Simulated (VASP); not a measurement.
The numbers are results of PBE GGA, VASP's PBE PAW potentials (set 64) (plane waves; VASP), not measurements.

Input for VASP

### INCAR
```
! general
SYSTEM   =  GaAs
PREC     =  Accurate
ENCUT    =  500
LREAL    =  .FALSE.
LASPH    =  .TRUE.

! electronic loop
EDIFF    =  1E-6
NELM     =  100
ALGO     =  Normal
LMAXMIX  =  4

! smearing
ISMEAR   =  0
SIGMA    =  0.05

! functional
GGA      =  PE

! ions
IBRION   =  2
NSW      =  40
ISIF     =  3
EDIFFG   =  -0.02
PSTRESS  =  450

! output
LWAVE    =  .FALSE.
LCHARG   =  .FALSE.
```

File KPOINTS:
```
K-points
0
Gamma
 9 9 9
```

File POSCAR:
```
GaAs
1
    0.0000000000     2.6308515050     2.6308515050
    2.6308515050     0.0000000000     2.6308515050
    2.6308515050     2.6308515050     0.0000000000
Ga As
1 1
Direct
  0.0000000000   0.0000000000   0.0000000000
  0.2500000000   0.2500000000   0.2500000000
```

POTCAR, in this order: Ga_d As (PBE.64 set). Program: vasp_std.

Q: What will the output report for the number of irreducible k-points (NKPTS), largest plane-wave count, number of space-group operations, FFT grid (NGX, NGY, NGZ)?

A: 
```
Quantity                                       Value
--------------------------------------  ------------
number of irreducible k-points (NKPTS)            35
largest plane-wave count                         944
number of space-group operations                  24
FFT grid (NGX, NGY, NGZ)                28 × 28 × 28
```

The compound is GaAs in the zinc blende structure. This run relaxes it under an external pressure of 45 GPa. Symmetry was kept, so distortions that lower it aren't found.
